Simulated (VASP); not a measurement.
All values below come from revTPSS meta-GGA, VASP's PBE PAW potentials (set 64) (plane waves; VASP).

The input files of a VASP run:

**POSCAR**
```
ZnS
1
    0.0000000000     2.7493246792     2.7493246792
    2.7493246792     0.0000000000     2.7493246792
    2.7493246792     2.7493246792     0.0000000000
Zn S
1 1
Direct
  0.0000000000   0.0000000000   0.0000000000
  0.2500000000   0.2500000000   0.2500000000
```

### INCAR
```
ALGO = Normal   ! blocked Davidson
LCHARG = F
EDIFF = 1E-7   ! SCF stop (eV)
PREC = Accurate
LMAXMIX = 4
METAGGA = RTPSS
NELM = 100   ! most electronic steps
ENCUT = 520
SIGMA = 0.05   ! width (eV)
LREAL = F   ! projection in real space or not
SYSTEM = ZnS
LASPH = T   ! aspherical one-centre terms
LMIXTAU = T
ISMEAR = 0
ISIF = 2   ! forces and stress, cell fixed
LWAVE = F
```

**KPOINTS**
```
Automatic
0
Gamma
9 9 9
```

POTCAR, in this order: Zn S (PBE.64 set). Program: vasp_std.

The run wrote:

OSZICAR:
```
       N       E                     dE             d eps       ncg     rms          rms(c)
DAV:   1     0.900756846344E+02    0.90076E+02   -0.95925E+03   910   0.174E+03
DAV:   2     0.561691043856E+00   -0.89514E+02   -0.84959E+02   975   0.284E+02
DAV:   3    -0.541549928719E+01   -0.59772E+01   -0.59411E+01  1115   0.759E+01
DAV:   4    -0.549398708759E+01   -0.78488E-01   -0.78461E-01  1010   0.940E+00
DAV:   5    -0.549508494727E+01   -0.10979E-02   -0.10978E-02  1130   0.114E+00    0.829E+00
DAV:   6    -0.284661912729E+01    0.26485E+01   -0.56488E+00  1080   0.592E+01    0.399E+00
DAV:   7    -0.273299855306E+01    0.11362E+00   -0.83127E-01   950   0.107E+01    0.256E+00
DAV:   8    -0.274450862891E+01   -0.11510E-01   -0.28929E-01   910   0.926E+00    0.127E+00
DAV:   9    -0.279684281453E+01   -0.52334E-01   -0.79764E+01   910   0.227E+03    0.727E-01
DAV:  10    -0.271893606182E+01    0.77907E-01   -0.41715E-01   910   0.891E+00    0.357E-01
DAV:  11    -0.280032419419E+01   -0.81388E-01   -0.60138E-02   910   0.339E+00    0.154E-01
DAV:  12    -0.281074666150E+01   -0.10422E-01   -0.85249E-03   920   0.106E+00    0.592E-02
DAV:  13    -0.281156676424E+01   -0.82010E-03   -0.64562E-04  1321   0.585E-01    0.656E-02
DAV:  14    -0.281162768511E+01   -0.60921E-04   -0.18514E-04  1170   0.318E-01    0.280E-02
DAV:  15    -0.281167981635E+01   -0.52131E-04   -0.96490E-05   920   0.201E-01    0.429E-02
DAV:  16    -0.281168076603E+01   -0.94968E-06   -0.51511E-05   910   0.664E-02    0.101E-02
DAV:  17    -0.281169608293E+01   -0.15317E-04   -0.24504E-06  1070   0.262E-02    0.941E-03
DAV:  18    -0.281169791860E+01   -0.18357E-05   -0.46047E-07   990   0.116E-02    0.879E-03
DAV:  19    -0.281170776248E+01   -0.98439E-05   -0.14954E-05   915   0.617E-02    0.201E-03
DAV:  20    -0.281170799591E+01   -0.23343E-06   -0.99450E-07   965   0.114E-02    0.155E-03
DAV:  21    -0.281170838708E+01   -0.39117E-06   -0.14513E-07   862   0.372E-03    0.154E-03
DAV:  22    -0.281170849230E+01   -0.10522E-06   -0.16734E-07   862   0.526E-03    0.136E-03
DAV:  23    -0.281170855399E+01   -0.61683E-07   -0.18539E-08   500   0.185E-03
   1 F= -.28117086E+01 E0= -.28117086E+01  d E =-.134978E-13
```

File OUTCAR:
```
------------------------ aborting loop because EDIFF is reached ----------------------------------------
  FORCE on cell =-STRESS in cart. coord.  units (eV):
  Direction    XX          YY          ZZ          XY          YZ          ZX
  --------------------------------------------------------------------------------------
  Total       -1.0216808     -1.0216808     -1.0216808      0.0000000      0.0000000      0.0000000
  in kB      -39.3838090    -39.3838090    -39.3838090      0.0000000      0.0000000      0.0000000
  external PRESSURE =     -39.3838090 kB  Pullay stress =       0.0000000 kB
  volume of cell :       41.56
      direct lattice vectors                 reciprocal lattice vectors
     0.000000000  2.749324679  2.749324679    -0.181862842  0.181862842  0.181862842
     2.749324679  0.000000000  2.749324679     0.181862842 -0.181862842  0.181862842
     2.749324679  2.749324679  0.000000000     0.181862842  0.181862842 -0.181862842
  FREE ENERGIE OF THE ION-ELECTRON SYSTEM (eV)
  ---------------------------------------------------
  free  energy   TOTEN  =        -2.8117085540 eV

  energy  without entropy=       -2.8117085540  energy(sigma->0) =       -2.81170855
```
(Selected blocks of OUTCAR.)

The compound is ZnS in the zinc blende structure. This cell is one point of a volume scan, at 1.06 of the reference volume.
